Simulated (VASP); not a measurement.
Data:

```
CELL_PARAMETERS angstrom
      1.85539    -3.21363     0.00000
      1.85539     3.21363     0.00000
      0.00000     0.00000     7.74970
ATOMIC_POSITIONS crystal
  Zr 0.00000 0.00000 0.00000
  S  0.33333 0.66667 0.18705
  S  0.66667 0.33333 0.81295
```

Level of theory: revPBE GGA, VASP's PBE PAW potentials (set 64) (plane waves; VASP). Run with 520 eV cut-off, 8×8×4 Γ-centred mesh, tetrahedra with Blöchl corrections, potentials Zr_sv S.

The cores are frozen, which limits the accuracy of field gradients. Without a dispersion term in the relaxation, distances and binding between the weakly bound layers, chains or molecules are unreliable, and so is what depends on them.

Give the principal components of the electric field gradient (V/Å²) and the asymmetry η at each nucleus.

| atom | Vxx | Vyy | Vzz | η |
|---|---|---|---|---|
| Zr1 | 2.5 | 2.5 | -5.0 | 0.00 |
| S2 | 1.9 | 1.9 | -3.8 | 0.00 |
| S3 | 1.9 | 1.9 | -3.8 | 0.00 |

The compound is ZrS2 in the 1T layered structure. It was relaxed first, which changed the volume by +37 %.
